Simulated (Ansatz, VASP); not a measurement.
## Ni (Ni(110)): VASP beside Ansatz

Wanted: the spread between two codes on one cell, functional and k mesh. The cell is taken from a series of runs on this material, whose earlier steps may have relaxed, scaled, displaced or heated it; both programs get it as it stands.

Program: Ansatz 0.2.0. Level of theory: plane waves, with VASP 6.6.1 beside it; single point at LDA. Results are calculated unless marked as measured.

## Step 1: Starting point

The cell holds 6 atoms: 6 Ni. Its edges and angles: a = 3.520 Å, b = 2.489 Å, c = 24.223 Å, α = 90.0°, β = 90.0°, γ = 90.0°. Vacuum lies along c.

## Step 2: Ansatz: single point, LDA

Ansatz runs on its default PAW (the set named soft_2) files.

A single point gives forces, pressure and levels at one fixed geometry, so differences don't come from the geometry; what else differs is listed under the comparison.

The input, input.yaml:

```yaml
crystal:
  lattice:
    - [3.52, 0.0, 0.0]
    - [0.0, 2.4890158698, 0.0]
    - [0.0, 0.0, 24.2225396744]
  atoms:
    - { symbol: Ni, position: [0.5, 0.5, 0.3715547635], spin: 0.7 }
    - { symbol: Ni, position: [0.0, 0.0, 0.4229328581], spin: 0.7 }
    - { symbol: Ni, position: [0.5, 0.5, 0.4743109527], spin: 0.7 }
    - { symbol: Ni, position: [0.0, 0.0, 0.5256890473], spin: 0.7 }
    - { symbol: Ni, position: [0.5, 0.5, 0.5770671419], spin: 0.7 }
    - { symbol: Ni, position: [0.0, 0.0, 0.6284452365], spin: 0.7 }
magnetization:
  spin_polarized: true
kpoints:
  mp_grid: { grid: [14, 20, 1] }
hamiltonian:
  xc: lda
scf:
  occupations: { method: fermi_dirac, width: 0.1 }
  convergence: { dr2_threshold: 1.0e-10 }
efield:
  axis: 3
  dipole_correction: true
  ramp_position: 0.97
  ramp_width: 0.06
  amplitude: 0
output:
  forces: true
  write_potential: true
  write_density: true
  volumetric_format: npy
```

The run is started by

```sh
$ ansatz run input.yaml --threads 4 --pin off --max-ram 6144MiB --backend cpu --events-out ev --progress --plain --runs-dir out
```

Numbers of over 12 decimals in the logs are rounded to 6 here.

What it wrote:

```text
Engine: ansatz 0.2.0, x86_64-unknown-linux-gnu
Pseudopotentials: kind: paw
Pseudopotential: Ni, paw, valence charge 18, recommended cutoff 420 eV (normal), Ni.paw.azcp
Functional definition: SPW92
  exchange = slater_x
  correlation = pw_c
Crystal: 6 atoms, lattice volume = 212.222 Å³
Basis set: ecut = 420 eV, 4127 PW (Γ)
Bands: 68, of which v1, the nominal top of the filled ones, is band 54 counted from 1 (53 counted from 0)
Symmetry: 4 space group operations
k-points: 88 of 280
Non-local potential: Ni, projectors of the file, l = 0: 3, l = 1: 2, l = 2: 3, l = 3: 1
PAW form: soft (Blöchl's): semilocal exchange-correlation on the pseudo side does not see the compensation charge
PAW frozen core: Ni, regenerated for the run's functional, and the local potential with it (the file was generated under x = pbe(κ = 0.804, μ = 0.219515), c = pbe(β = 0.066725))
PAW one-centre angular grid: Ni, 590 points (default); XC on 64 Gauss nodes
Initial density: superposition of atomic densities (neutral atoms: chi_scale 0, normalization atom)
Starting moments: Σ|m| = 4.2 μB on 6 of 6 sites
Initial wavefunctions: pseudopotential atomic-orbital guess
Functional: x = slater, c = lda
SCF iter   1: F=—  HF=-34631.664481 eV  |F-HF|=—  |Δ(HF+E_count)|=         —  Δρ=3.86e-2 (↑2.13e-2 ↓3.86e-2)  dr2=7.43e0  dr2_m=1.19e0  M=5.070 μB ∫|m|=5.281 μB  β_m=1.00  ethr=3.10e-3  p=0.000 e·Å  D=6.04e-13 V/Å  ΔV_dip=-0.00 eV  dr2_dipole=4.57e-9  V_vac-E_F(+/−)=7.33/7.33 eV  ⟨swp⟩=10.9  Hψ=62686  notcnv=0  defer=265
Mixer restart at iter 1: flushing history
efield: sawtooth ramp at fractional position 0.9700 (set: `efield.ramp_position`, or a place that a band, a saddle search or an elastic batch's reference lends), width 0.0600; the density the first Hamiltonian is built on has a dipole p = 0.000 e·Å; the dipole correction subtracts the counter field D = 6.04e-13 V/Å, which shifts the + side's vacuum level by -0.00 eV against the − side's; the planar-averaged density in the ramp window peaks in size at 6.8e-6 e/Å³
preconditioner: auto → LDOS  [metal: Δε(μ)=0.001 eV  Ē_g=7.181 eV  σ=0.100 eV  W_gap=0.00  n_scr=44 (ndim 8)  ℏωp=19.7 eV  f_vac=0.619  D(μ)=11.80/eV (n_scr^D=116)]
spin=Collinear: LDOS preconditioning applied to the charge; magnetization (m = ρ↑ − ρ↓) channel mixes plain (no charge-response kernel on spin).
SCF iter   2: F=—  HF=-34631.442833 eV  |F-HF|=—  |Δ(HF+E_count)|=   2.22e-1  Δρ=1.59e-2 (↑1.23e-2 ↓1.59e-2)  dr2=1.70e0  dr2_m=2.74e-2  M=4.714 μB ∫|m|=5.071 μB  β_m=0.30  ethr=3.10e-3  p=0.000 e·Å  D=3.61e-4 V/Å  ΔV_dip=-0.01 eV  dr2_dipole=5.52e-5  V_vac-E_F(+/−)=6.29/6.30 eV  ⟨swp⟩=2.7  Hψ=21025  notcnv=0  defer=572
density mixer auto → msr1: a metal under ldos (density of states about μ 3.67 of a free-electron gas's, 44 screened modes)
SCF iter   3: F=—  HF=-34633.521846 eV  |F-HF|=—  |Δ(HF+E_count)|=    2.08e0  Δρ=8.16e-3 (↑5.17e-3 ↓8.16e-3)  dr2=3.92e-1  dr2_m=3.49e-2  M=4.619 μB ∫|m|=4.986 μB  β_m=0.44  ethr=1.57e-3  p=0.000 e·Å  D=2.94e-4 V/Å  ΔV_dip=-0.01 eV  dr2_dipole=1.51e-5  V_vac-E_F(+/−)=5.86/5.87 eV  ⟨swp⟩=2.6  Hψ=20156  notcnv=0  defer=565
SCF iter   4: F=—  HF=-34635.841204 eV  |F-HF|=—  |Δ(HF+E_count)|=    2.32e0  Δρ=1.23e-2 (↑4.41e-3 ↓1.23e-2)  dr2=2.92e-1  dr2_m=6.39e-2  M=4.269 μB ∫|m|=4.675 μB  β_m=0.62  ethr=3.63e-4  p=0.000 e·Å  D=1.54e-4 V/Å  ΔV_dip=-0.00 eV  dr2_dipole=1.10e-5  V_vac-E_F(+/−)=5.29/5.30 eV  ⟨swp⟩=3.1  Hψ=19256  notcnv=0  defer=569
SCF iter   5: F=—  HF=-34636.718556 eV  |F-HF|=—  |Δ(HF+E_count)|=   8.77e-1  Δρ=4.56e-3 (↑1.18e-3 ↓4.56e-3)  dr2=4.27e-2  dr2_m=9.26e-3  M=4.043 μB ∫|m|=4.446 μB  β_m=0.78  ethr=2.70e-4  p=0.000 e·Å  D=2.07e-4 V/Å  ΔV_dip=-0.01 eV  dr2_dipole=2.31e-5  V_vac-E_F(+/−)=5.05/5.05 eV  ⟨swp⟩=3.3  Hψ=24190  notcnv=0  defer=560
SCF iter   6: F=—  HF=-34636.775649 eV  |F-HF|=—  |Δ(HF+E_count)|=   5.71e-2  Δρ=4.79e-3 (↑2.17e-3 ↓4.79e-3)  dr2=6.13e-2  dr2_m=4.05e-3  M=3.969 μB ∫|m|=4.377 μB  β_m=0.82  ethr=3.96e-5  p=-0.000 e·Å  D=-1.64e-4 V/Å  ΔV_dip=0.00 eV  dr2_dipole=1.65e-5  V_vac-E_F(+/−)=4.99/4.99 eV  ⟨swp⟩=2.2  Hψ=22934  notcnv=0  defer=575
SCF iter   7: F=—  HF=-34636.774760 eV  |F-HF|=—  |Δ(HF+E_count)|=   8.89e-4  Δρ=1.64e-3 (↑1.31e-3 ↓1.64e-3)  dr2=1.10e-2  dr2_m=5.80e-4  M=3.950 μB ∫|m|=4.359 μB  β_m=0.65  ethr=3.96e-5  p=0.000 e·Å  D=9.69e-5 V/Å  ΔV_dip=-0.00 eV  dr2_dipole=7.17e-7  V_vac-E_F(+/−)=4.83/4.84 eV  ⟨swp⟩=2.0  Hψ=20073  notcnv=0  defer=583
SCF iter   8: F=—  HF=-34636.775001 eV  |F-HF|=—  |Δ(HF+E_count)|=   2.41e-4  Δρ=2.48e-4 (↑2.39e-4 ↓2.48e-4)  dr2=1.20e-4  dr2_m=8.56e-5  M=3.957 μB ∫|m|=4.367 μB  β_m=0.77  ethr=1.02e-5  p=-0.000 e·Å  D=-1.93e-5 V/Å  ΔV_dip=0.00 eV  dr2_dipole=1.01e-6  V_vac-E_F(+/−)=4.86/4.86 eV  ⟨swp⟩=2.0  Hψ=18359  notcnv=0  defer=573
[...]
SCF iter  16: F=—  HF=-34636.775328 eV  |F-HF|=—  |Δ(HF+E_count)|=   2.74e-9  Δρ=8.99e-7 (↑8.99e-7 ↓7.23e-7)  dr2=3.21e-9  dr2_m=2.36e-10  M=3.964 μB ∫|m|=4.374 μB  β_m=0.68  ethr=2.33e-11  p=-0.000 e·Å  D=-9.65e-8 V/Å  ΔV_dip=0.00 eV  dr2_dipole=2.61e-10  V_vac-E_F(+/−)=4.86/4.86 eV  ⟨swp⟩=2.0  Hψ=15700  notcnv=0  defer=571
SCF iter  17: F=—  HF=-34636.775328 eV  |F-HF|=—  |Δ(HF+E_count)|=  3.13e-10  Δρ=2.66e-7 (↑2.52e-7 ↓2.66e-7)  dr2=2.74e-10  dr2_m=3.33e-11  M=3.964 μB ∫|m|=4.374 μB  β_m=0.78  ethr=2.97e-12  p=0.000 e·Å  D=3.73e-8 V/Å  ΔV_dip=-0.00 eV  dr2_dipole=6.31e-12  V_vac-E_F(+/−)=4.86/4.86 eV  ⟨swp⟩=2.1  Hψ=17766  notcnv=0  defer=571
SCF iter  18: F=—  HF=-34636.775328 eV  |F-HF|=—  |Δ(HF+E_count)|=  2.69e-10  Δρ=1.39e-7 (↑4.82e-8 ↓1.39e-7)  dr2=4.65e-11  dr2_m=5.38e-12  M=3.964 μB ∫|m|=4.374 μB  β_m=0.69  ethr=1.00e-12  p=-0.000 e·Å  D=-5.17e-8 V/Å  ΔV_dip=0.00 eV  dr2_dipole=9.19e-13  V_vac-E_F(+/−)=4.86/4.86 eV  ⟨swp⟩=2.0  Hψ=17132  notcnv=0  defer=571
iter 19 did not close the SCF: its close was put off for the exchange–correlation potential of the local minority spin (scf_convergence_deferred on its scf_iter line)
SCF iter  19: F=-34636.775328 eV  HF=-34636.775328 eV  |F-HF|=3.13e-10  |Δ(HF+E_count)|=  2.11e-10  Δρ=1.09e-7 (↑3.25e-8 ↓1.09e-7)  dr2=6.44e-11  dr2_m=3.34e-12  M=3.964 μB ∫|m|=4.374 μB  β_m=0.70  ethr=1.00e-12  p=0.000 e·Å  D=1.17e-8 V/Å  ΔV_dip=-0.00 eV  dr2_dipole=1.52e-11  V_vac-E_F(+/−)=4.86/4.86 eV  ⟨swp⟩=15.6  Hψ=73325  notcnv=0
SCF iter  20: F=-34636.775328 eV  HF=-34636.775328 eV  |F-HF|=3.13e-10  |Δ(HF+E_count)|=   3.51e-9  Δρ=7.13e-8 (↑3.27e-8 ↓7.13e-8)  dr2=1.76e-11  dr2_m=8.59e-13  M=3.964 μB ∫|m|=4.374 μB  ethr=1.00e-12  p=-0.000 e·Å  D=-3.16e-9 V/Å  ΔV_dip=0.00 eV  dr2_dipole=8.22e-14  V_vac-E_F(+/−)=4.86/4.86 eV  ⟨swp⟩=6.3  Hψ=59087  notcnv=0
SCF 1 converged in 20 iterations: F = -34636.775328 eV  dr2 = 1.76e-11
  greatest PAW one-centre occupation: 1.002 electrons in one spin orbital (limit 2), on the Ni atom at site 5 (counted from 0), in its partial waves of l = 1
WARN: The output density's exchange-correlation potential varies sharply where the density is thin. Do not read a vacuum level from v_tot or v_xc, or from such a field of the output density. On a cell that repeats whose density bears no net charge and no dipole along the vacuum's axis use v_es (v_loc + v_h of the components); under efield.dipole_correction with no amplitude use v_es + v_field, which holds any externa [...]
SCF converged after 20 iterations
Magnetization: 3.9641 μB (55.9821 up, 52.0179 down)
Absolute magnetization: 4.3779 μB (∫|ρ↑−ρ↓|, with the PAW one-centre terms)
Spin contamination: 0.0386 ħ² per cell (⟨S²⟩ above its minimum at these occupations)
Per-site moments (μB) at R_I (Å): [(0.770076, 1.026719), (0.653313, 1.026719), (0.640225, 1.026719), (0.640225, 1.026719), (0.653314, 1.026719), (0.770075, 1.026719)]
Free energy (F): -34636.775328 eV
Harris-Foulkes:  -34636.775328 eV  (|F-HF|=3.13e-10)
Internal energy: -34636.390065 eV  (E = F + TS)
E sigma→0 (E₀):  -34636.582696 eV
Entropy (-TS):   -0.385263 eV (-64.210 meV/atom)
Fermi energy:    2.131984 eV
Dipole field:    D = 0.000000 V/Å  (p = 0.000000 e·Å, saw-weighted, corrected)
Work function:   Φ+ = 4.8604 eV   Φ− = 4.8603 eV
Levels:          The Fermi level and band energies are counted from a zero that moves with the ramp; work functions are not
--- Per-component energies (eV) ---
  E_band       = -3389.685617
  E_kinetic    = 1692.000078
  E_local      = -255221.141453  (includes V_loc(G=0)·N_el)
  E_nonlocal   = 3843.093180
  E_hartree    = 125056.347415
  E_xc         = -500.355098
  E_vxc        = -647.599479  (∫ρ·V_xc dr)
  E_paw        = -9387.050480  (= ΣΔE_a)
  E_vpaw       = -3168.734859  (= ΣTr[D̂ρ^β])
  E_aug_tail   = 0.002684  (compensation charges beyond the density's cutoff)
  E_efield     = 0.000000  (sawtooth field / dipole correction)
  E_vefield    = 0.000000  (∫n·V_field dr)
  E_ewald      = 99878.108887
  E_core_change = 2.604723  (= ΣΔE_core)
  E_smearing   = -0.385263  (= −TS)
  E_closure    = 0.000000  (closes the sum)
  Σ components = -34636.775328   (vs F -34636.775328, Δ=0.00e0)
--- Forces (eV/Å), atoms counted from 1 ---
  atom   1  Ni     0.00000000     0.00000000     1.35885646
  atom   2  Ni     0.00000000     0.00000000    -0.24565967
  atom   3  Ni     0.00000000     0.00000000    -0.23321049
  atom   4  Ni     0.00000000     0.00000000     0.23321155
  atom   5  Ni     0.00000000     0.00000000     0.24565905
  atom   6  Ni     0.00000000     0.00000000    -1.35885699
  max |Σ_I F_I| component: 8.68e-8 eV/Å
--- Band table (eV; the first three rows and the last of 176) ---
  k-point 0 ↑: bands = [... 50 lower, 1.2168, 1.3072, 1.3383, 1.4526, 1.5442, 1.5534, 1.7173, 2.3921, ... 10 higher]
  k-point 1 ↑: bands = [... 50 lower, 1.2484, 1.3002, 1.3604, 1.3771, 1.5358, 1.6097, 1.6643, 2.4344, ... 10 higher]
  k-point 2 ↑: bands = [... 50 lower, 1.2824, 1.2916, 1.2983, 1.3735, 1.5193, 1.5733, 1.6781, 2.5617, ... 10 higher]
  k-point 87 ↓: bands = [... 50 lower, 2.3449, 2.3449, 2.4207, 2.4207, 3.2515, 3.2515, 5.5513, 5.5513, ... 10 higher]
```

Reading the cycles: dr2 is the Hartree energy of the density residual (eV), the measure of convergence; HF is the Harris–Foulkes estimate of the energy, which meets the free energy F at convergence.

[end of part 1 of 2]

[Lines on the potential files, build, host, timing and source positions are cut from VASP's logs without a mark.]

[Logs are printed without paths, hosts, clocks, repeated set-up lines and the standing remarks that a program may print on its own settings, such as how far it seeks lower states.]

[Hosts, paths, dates, database ids (printed as entryN), source tags and the programs' standing remarks are cut or masked in the printed files.]
